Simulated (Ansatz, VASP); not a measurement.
# CsTl3 in VASP and in Ansatz

```
CELL_PARAMETERS angstrom
5.36372 0.00000 0.00000
0.00000 5.36372 0.00000
0.00000 0.00000 5.36372
ATOMIC_POSITIONS crystal
Cs 0.00000 0.00000 0.00000
Tl 0.50000 0.50000 0.00000
Tl 0.50000 0.00000 0.50000
Tl 0.00000 0.50000 0.50000
```

Change from the starting cell: species swapped into the FeCo3 type (Pm-3m, No. 221).

Alike in both runs: task single point; functional PBE; k mesh 4 × 4 × 4; occupations gaussian, width 0.1 eV; no spin polarisation.

```csv
,VASP,Ansatz
version,VASP 6.6.1,Ansatz 0.2.0
potentials or method,"VASP PAW PBE potentials, release 64 (Cs_sv, Tl_d)","scalar-relativistic, plane waves, PAW"
plane-wave cutoff (eV),520,420
valence electrons in the cell,48,48
```

```csv
,VASP,Ansatz,Ansatz less VASP
gap on the k mesh at the Fermi level (eV),none,none,-
pressure (GPa),0.3,0.4,+0.03
```

A gap of «none» marks a metal or a gap that the smearing closes.

Spin-orbit coupling is left out, which matters for the levels of Cs, Tl.
